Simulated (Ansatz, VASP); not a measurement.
# Cross-check of SiO2 (Quartz) between VASP and Ansatz, part 2 of 2

Wanted: the spread between two codes on one cell, functional and k mesh. The cell is taken from a series of runs on this material, whose earlier steps may have relaxed, scaled, displaced or heated it; both programs get it as it stands.

VASP 6.6.1 and Ansatz 0.2.0.

So far: The starting structure; VASP: dielectric response, PBE.

**3. Ansatz: dielectric response, PBE**

Level of this step: Ansatz beside VASP: Kohn-Sham DFT, plane waves, PBE (Ansatz).

Ansatz runs on its default PAW (the set named soft_2) files.

The same cell, functional and mesh now go to Ansatz, which takes its cutoff from its data sets.

input.yaml reads:

```yaml
crystal:
  lattice:
    - [4.9158, 0.0, 0.0]
    - [-2.4579, 4.2572076799, 0.0]
    - [0.0, 0.0, 5.4091]
  atoms:
    - { symbol: Si, position: [0.5303, 0.0, 0.3333333333] }
    - { symbol: Si, position: [0.0, 0.5303, 0.6666666667] }
    - { symbol: Si, position: [0.4697, 0.4697, 0.0] }
    - { symbol: O, position: [0.1462, 0.4142, 0.881] }
    - { symbol: O, position: [0.5858, 0.732, 0.2143333333] }
    - { symbol: O, position: [0.268, 0.8538, 0.5476666667] }
    - { symbol: O, position: [0.4142, 0.1462, 0.119] }
    - { symbol: O, position: [0.732, 0.5858, 0.7856666667] }
    - { symbol: O, position: [0.8538, 0.268, 0.4523333333] }
kpoints:
  mp_grid: { grid: [6, 6, 4] }
hamiltonian:
  xc: pbe
scf:
  occupations: { method: fixed }
dielectric: {}
```

Started as:

```console
$ ansatz run input.yaml --threads 3 --pin off --max-ram 92160MiB --backend cuda --events-out ev --progress --plain --runs-dir out --devices 1 --max-vram 13GiB
```

Numbers of over 12 decimals in the logs are rounded to 6 here.

The program printed:

```text
GPUs: using 1 of 1 available (devices: 1).
Engine: ansatz 0.2.0, x86_64-unknown-linux-gnu
Pseudopotentials: kind: paw
Pseudopotential: Si, paw, valence charge 4, recommended cutoff 420 eV (normal), Si.paw.azcp
Pseudopotential: O, paw, valence charge 6, recommended cutoff 420 eV (normal), O.paw.azcp
Functional definition: PBE
  parameter kappa = 0.804
  parameter beta = 0.066725
  exchange = pbe_x(kappa = kappa, mu = beta*pi^2/3)
  correlation = pbe_c(beta = beta)
device memory: the entry about to start is reckoned to put 4.0 GiB on a device that reports 38.7 GiB free (of which the cap on the GPU budget leaves the run 13.0 GiB)
GPU FFT provider: cuFFT
GPU libraries: cuBLAS 13.8.2, cuFFT 12.4.0, cuSOLVER 12.3.4
Crystal: 9 atoms, lattice volume = 113.199 Å³
Basis set: ecut = 420 eV, 2209 PW (Γ), exchange–correlation on 72×72×96 points (8 copies of the dense FFT grid, shifted against one another)
Bands: 33, of which v1, the nominal top of the filled ones, is band 24 counted from 1 (23 counted from 0)
Symmetry: 6 space group operations
k-points: 76 of 144 (irreducible under 1 space group operation, time reversal used)
Non-local potential: Si, projectors of the file, l = 0: 2, l = 1: 2, l = 2: 2
Non-local potential: O, projectors of the file, l = 0: 2, l = 1: 2, l = 2: 1
PAW form: soft (Blöchl's): semilocal exchange-correlation on the pseudo side does not see the compensation charge
PAW one-centre angular grid: Si, 110 points (default); XC on 64 Gauss nodes
PAW one-centre angular grid: O, 110 points (default); XC on 64 Gauss nodes
Initial density: superposition of atomic densities (neutral atoms: chi_scale 0, normalization atom), corrected by the library's trained network
Initial wavefunctions: pseudopotential atomic-orbital guess
GPU buffer pool allocated for 62208 grid points (all kernels)
GPU transforms: local potential and band sums: pruned to the plane-wave sphere, on 36×36×40
Functional: x = pbe(κ = 0.804, μ = 0.219515), c = pbe(β = 0.066725)
SCF iter   1: F=—  HF=-5322.117817 eV  |F-HF|=—  |Δ(HF+E_count)|=         —  Δρ=1.34e-3  dr2=1.10e-3  ethr=1.77e-3  ⟨swp⟩=4.9  Hψ=11574  notcnv=0  defer=487
preconditioner: auto → Resta (q_TF=auto, 2.365 Å⁻¹)  ε∞=3.0  [insulator: Δε(μ)=5.992 eV  Ē_g=17.042 eV  n_scr=22 (ndim 8)  ℏωp=24.2 eV  f_vac=0.113  ε∞_Penn≈3.0]
SCF iter   2: F=—  HF=-5322.119430 eV  |F-HF|=—  |Δ(HF+E_count)|=   1.61e-3  Δρ=6.10e-4  dr2=1.46e-4  ethr=2.29e-6  ⟨swp⟩=2.2  Hψ=4667  notcnv=0  defer=530
SCF iter   3: F=—  HF=-5322.119866 eV  |F-HF|=—  |Δ(HF+E_count)|=   4.36e-4  Δρ=2.73e-4  dr2=3.51e-5  ethr=3.05e-7  ⟨swp⟩=2.0  Hψ=3891  notcnv=0  defer=527
SCF iter   4: F=—  HF=-5322.119975 eV  |F-HF|=—  |Δ(HF+E_count)|=   1.09e-4  Δρ=3.69e-5  dr2=1.51e-6  ethr=7.31e-8  ⟨swp⟩=2.0  Hψ=4351  notcnv=0  defer=527
SCF iter   5: F=—  HF=-5322.120081 eV  |F-HF|=—  |Δ(HF+E_count)|=   1.06e-4  Δρ=8.64e-6  dr2=1.01e-7  ethr=3.15e-9  ⟨swp⟩=2.0  Hψ=3681  notcnv=0  defer=384
SCF iter   6: F=—  HF=-5322.120081 eV  |F-HF|=—  |Δ(HF+E_count)|=   2.86e-7  Δρ=1.95e-6  dr2=3.68e-9  ethr=2.10e-10  ⟨swp⟩=2.0  Hψ=3797  notcnv=0  defer=391
SCF iter   7: F=-5322.120081 eV  HF=-5322.120081 eV  |F-HF|=1.18e-10  |Δ(HF+E_count)|=   8.70e-9  Δρ=2.96e-7  dr2=6.74e-11  ethr=1.00e-12  ⟨swp⟩=11.2  Hψ=13040  notcnv=0
SCF 1 converged in 7 iterations: F = -5322.120081 eV  dr2 = 6.74e-11
  greatest PAW one-centre occupation: 0.863 electrons in one spin orbital (limit 2), on the O atom at site 5 (counted from 0), in its partial waves of l = 0
the response reads at least the filled bands of the reference SCF and the lowest empty band at each k-point, and that SCF's band table does not vouch for those bands. The notice of the band table in this run's record says why
device memory: the entry about to start is reckoned to put 0.1 GiB (of the 0.2 GiB reckoned in all, the device holds 0.1 GiB already) on a device that reports 34.8 GiB free (of which the cap on the GPU budget leaves the run 12.9 GiB)
device memory: the entry about to start is reckoned to put 2.1 GiB (of the 2.2 GiB reckoned in all, the device holds 0.1 GiB already) on a device that reports 34.8 GiB free (of which the cap on the GPU budget leaves the run 12.9 GiB)
DFPT response loops at Γ: preconditioner auto → none (the input reference at scf.mixing.eps_inf says where Resta's filter doesn't serve); β = 0.50; Broyden in place of MSR1
SCF converged after 7 iterations
Free energy (F): -5322.120081 eV
Harris-Foulkes:  -5322.120081 eV  (|F-HF|=1.18e-10)
Internal energy: -5322.120081 eV  (E = F + TS)
E sigma→0 (E₀):  -5322.120081 eV
Fermi energy:    2.534934 eV
--- Per-component energies (eV) ---
  E_band       = -205.713072
  E_kinetic    = 1211.149085
  E_local      = -2960.024085  (includes V_loc(G=0)·N_el)
  E_nonlocal   = 361.564189
  E_hartree    = 1062.313829
  E_xc         = -613.780344
  E_vxc        = -712.560554  (∫ρ·V_xc dr)
  E_paw        = -2494.383511  (= ΣΔE_a)
  E_vpaw       = -230.484893  (= ΣTr[D̂ρ^β])
  E_aug_tail   = 0.015658  (compensation charges beyond the density's cutoff)
  E_ewald      = -1888.974903
  E_smearing   = -0.000000  (= −TS)
  E_closure    = -0.000000  (closes the sum)
  Σ components = -5322.120081   (vs F -5322.120081, Δ=0.00e0)
--- Band table (eV; the first three rows and the last of 76) ---
  k-point 0: bands = [... 20 lower, 1.5355, 1.8491, 2.2214, 2.2214, 8.5303, 11.8538, 11.8538, 12.3090, ... 5 higher]
  k-point 1: bands = [... 20 lower, 1.4657, 2.0012, 2.3105, 2.4404, 9.1285, 11.6806, 11.7918, 11.8116, ... 5 higher]
  k-point 2: bands = [... 20 lower, 1.3346, 2.3207, 2.3207, 2.4441, 10.4816, 10.4816, 11.5996, 12.2849, ... 5 higher]
  k-point 75: bands = [... 20 lower, 1.6513, 1.6957, 1.9339, 2.3446, 11.4535, 11.9284, 12.2281, 12.3762, ... 5 higher]
--- Dielectric response (ions clamped): 2 representative field directions + reference, on 76 of 144 k-points (Σ response iterations 17) ---
  k mesh reduced under 1 symmetry operation, with k and −k counted as one. Each operation leaves every solved perturbation unchanged. A smaller set is not considered because the run solves the response to a homogeneous field
  ε∞ (high-frequency dielectric tensor):
        2.452100    -0.000000     0.000000
       -0.000000     2.452100     0.000000
       -0.000000     0.000000     2.483750
  Born effective charges Z* (e; rows j = field, columns β = displacement):
    site 0:
         2.99253   -0.00000    0.00000
        -0.00000    3.66549   -0.29821
        -0.00000    0.25838    3.44833
    site 1:
         3.49725    0.29140    0.25825
         0.29140    3.16077    0.14910
        -0.22377   -0.12919    3.44833
    site 2:
         3.49725   -0.29140   -0.25825
        -0.29140    3.16077    0.14910
         0.22377   -0.12919    3.44833
    site 3:
        -2.26916    0.08228   -0.79726
         0.02968   -1.05985    0.06555
        -0.80152    0.13677   -1.72416
    site 4:
        -1.31370    0.52195    0.34186
         0.46936   -2.01531   -0.72322
         0.28231   -0.76252   -1.72416
    site 5:
        -1.41066   -0.52534    0.45539
        -0.57793   -1.91835    0.65767
         0.51921    0.62575   -1.72416
    site 6:
        -1.41066    0.52534   -0.45539
         0.57793   -1.91835    0.65767
        -0.51921    0.62575   -1.72416
    site 7:
        -2.26916   -0.08228    0.79726
        -0.02968   -1.05985    0.06555
         0.80152    0.13677   -1.72416
    site 8:
        -1.31370   -0.52195   -0.34186
        -0.46936   -2.01531   -0.72322
        -0.28231   -0.76252   -1.72416
  Z* charge neutrality: 3.359e-5 e pre-enforcement
  k-mesh period / interband length: 21.6 Å / 0.95 Å = 22.72 at k = (0.0000, 0.0000, 0.0000), direct gap 6.309 eV — 14 or more, which is no proof of convergence
```

**4. Side by side**

Known differences besides the potentials themselves: fixed occupations in Ansatz, narrow Gaussian smearing in VASP; the cutoff is 420 eV in Ansatz and 520 eV in VASP. Total energies have different zeros and are not compared.

Compared:

```tsv
quantity	Ansatz	VASP	difference
ε∞ xx	2.45	2.44	+0.46 %
ε∞ yy	2.45	2.44	+0.46 %
ε∞ zz	2.48	2.47	+0.48 %
Born charge of Si1 (mean of the diagonal) (e)	3.37	3.35	+0.02
Born charge of O4 (mean of the diagonal) (e)	-1.68	-1.67	-0.01
```

**5. Summary of results**

```json
{
 "difference in ε∞ zz (dielectric response, PBE)": "0.48 %"
}
```

In words: The difference in ε∞ zz is 0.48 % (dielectric response, PBE), within the 5 % picked in this series as the mark of a large difference. Such differences can come from data sets, numerical settings and the points named under the comparisons, not from the functional's error against experiment.

[Lines on the potential files, build, host, timing and source positions are cut from VASP's logs without a mark.]

[Logs are printed without paths, hosts, clocks, repeated set-up lines and the standing remarks that a program may print on its own settings, such as how far it seeks lower states.]

[Hosts, paths, dates, database ids (printed as entryN), source tags and the programs' standing remarks are cut or masked in the printed files.]
